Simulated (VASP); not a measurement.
An input for Ansatz (written as the equivalent of a VASP run, and not itself run):

Ansatz 0.2 input:
```yaml
crystal:
  lattice:
    - [0.0000000, 2.6917489, 2.6917489]
    - [2.6917489, 0.0000000, 2.6917489]
    - [2.6917489, 2.6917489, 0.0000000]
  atoms:
    - { symbol: Y, position: [0.0000000, 0.0000000, 0.0000000] }
    - { symbol: C, position: [0.2500000, 0.2500000, 0.2500000] }
kpoints:
  mp_grid: { grid: [11, 11, 11] }
hamiltonian:
  xc: pbesol
  pseudopotentials: { kind: paw }
scf:
  occupations: { method: methfessel_paxton, width: 0.1 }
  max_iter: 100
relax:
  max_steps: 60
  f_tol: 0.01
  cell: {}
output: { forces: true, stress: true, eigenvalues: true }
```

Question: Write the VASP files for the same calculation (PBEsol).

Answer: Several could match; the one computed here: 
**POSCAR**
```
YC
1
   -0.0000000000     2.6917488905     2.6917488905
    2.6917488905     0.0000000000     2.6917488905
    2.6917488905     2.6917488905    -0.0000000000
Y C
1 1
Direct
  0.0000000000   0.0000000000   0.0000000000
  0.2500000000   0.2500000000   0.2500000000
```

INCAR:
```
SYSTEM = YC
PREC = Accurate
ENCUT = 520
EDIFF = 1E-6
NELM = 100
ALGO = Normal
LREAL = .FALSE.
LASPH = .TRUE.
ISMEAR = 1
SIGMA = 0.1
GGA = PS
LMAXMIX = 4
LWAVE = .FALSE.
LCHARG = .FALSE.
IBRION = 2
ISIF = 3
NSW = 60
EDIFFG = -0.01
```

File KPOINTS:
```
Automatic mesh
0
gamma
 11 11 11
0 0 0
```

POTCAR, in this order: Y_sv C (PBE.64 set). Program: vasp_std.

Limits of the translation: each code has its own PAW files, so the cut-off isn't converted (ENCUT is set for VASP's; basis.ecutwfc is left out, and Ansatz then takes the one that its files recommend); Ansatz stops its SCF on the density residual and VASP on the energy change (EDIFF).

The structure was generated: YC was put into the zinc blende type (F-43m), which need not be its known phase. This run relaxes it. Symmetry was kept, so distortions that lower it aren't found. The start is the result of an earlier pass.
